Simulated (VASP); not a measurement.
# GeS (relaxed from the wurtzite structure, space group P6_3mc): computed properties

Calculation: PBE GGA, VASP's PBE PAW potentials (set 64) (plane waves; VASP).

For GeS, the space group is P6_3mc (186). The cell is a = 4.6088 Å, b = 4.6088 Å, c = 5.5864 Å, α = 90.00°, β = 90.00°, γ = 120.00° and the volume per atom is 25.69 Å^3/atom. The band gap (over mesh and band path) is 1.00 eV and the smallest direct gap (over mesh and band path) is 1.46 eV. The band-edge character is indirect, H to K-Γ at 0.67 and the density is 3.38 g/cm³.

```cif
data_Ge2S2
_chemical_formula_sum 'Ge2 S2'
_space_group_name_H-M_alt 'P63mc'
_space_group_IT_number 186
_space_group_name_Hall 'P 6c -2c'
_cell_length_a 4.60882
_cell_length_b 4.60882
_cell_length_c 5.58644
_cell_angle_alpha 90.000
_cell_angle_beta 90.000
_cell_angle_gamma 120.000
loop_
_atom_site_label
_atom_site_type_symbol
_atom_site_symmetry_multiplicity
_atom_site_Wyckoff_symbol
_atom_site_fract_x
_atom_site_fract_y
_atom_site_fract_z
_atom_site_occupancy
Ge1 Ge 2 b 0.66667 0.33333 0.46624 1
S1 S 2 b 0.33333 0.66667 0.40876 1
```

The structure was generated: GeS was put into the wurtzite type (P6_3mc), which need not be its known phase. It was relaxed first, which changed the volume by +46 %. Symmetry was kept, so distortions that lower it aren't found.
